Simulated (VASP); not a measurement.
Here is the system:

```
CELL_PARAMETERS angstrom
      2.12693    -3.68395     0.00000
      2.12693     3.68395     0.00000
      0.00000     0.00000     5.88485
ATOMIC_POSITIONS crystal
  Te 0.00000 0.28075 0.66667
  Te 0.71925 0.71925 0.00000
  Te 0.28075 0.00000 0.33333
```

Computed with vdW-DF-cx, VASP's PBE PAW potentials (set 64) (plane waves; VASP 6.6.1). Numerical set-up: 520 eV cut-off, 6×6×4 Γ-centred mesh, Gaussian smearing of 0.050 eV, potentials Te.

Task: The ions and cell shape at fixed volume are relaxed. What does this cell relax into?

Result: 
```
CELL_PARAMETERS angstrom
      2.10332    -3.64306     0.00000
      2.10332     3.64306     0.00000
      0.00000     0.00000     6.01770
ATOMIC_POSITIONS crystal
  Te 0.00000 0.29095 0.66667
  Te 0.70905 0.70905 0.00000
  Te 0.29095 0.00000 0.33333
```
Space group P3_121 (152), at a tolerance of 0.03 Å.

Task: How much energy does the relaxation gain?

Result: The energy (σ→0) changes by -9.6 meV/atom, in 6 ionic steps.

```csv
step,E(σ→0) (eV),max force (eV/Å),pressure (GPa),volume (Å³)
1,-4.0572,0.288,3.71,92.22
2,-4.0749,0.178,3.13,92.22
3,-4.0855,0.014,2.18,92.22
4,-4.0857,0.029,2.27,92.22
5,-4.0860,0.020,2.27,92.22
6,-4.0861,0.001,2.27,92.22
```

The compound is Te in the trig structure. This cell is one point of a volume scan, at 0.94 of the reference volume. Symmetry was kept, so distortions that lower it aren't found.
